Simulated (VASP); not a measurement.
Energy against volume of GaSb (zinc blende). Method: PW91 GGA, VASP's PBE PAW potentials (set 64) (plane waves; VASP 6.6.1).

| V (Å³/atom) | E (eV/atom) |
|---|---|
| 28.232 | -3.69662 |
| 29.133 | -3.70937 |
| 30.034 | -3.71310 |
| 30.935 | -3.70924 |
| 31.836 | -3.69898 |

Q: Fit a third-order Birch-Murnaghan equation of state.

A: 
The volume per atom is 30.00 Å^3/atom and the bulk modulus is 45.1 GPa. The pressure derivative of the bulk modulus is 4.71. The lattice constant a comes out as 6.215 Å.

Measured: bulk modulus 57.0 GPa (computed value off by -20.8 %), as given by Cormac Toher et al., Physical Review Materials (2017), arXiv:1611.05714; a 6.096 Å at 300 K (computed value off by +2.0 %), as given by I. Vurgaftman et al., Journal of Applied Physics (2001), doi:10.1063/1.1368156. The calculation is for a static lattice, while the measured bulk modulus, a hold thermal and zero-point effects, which are part of the difference.

The compound is GaSb in the zinc blende structure. It was relaxed first, which changed the volume by +6 %.
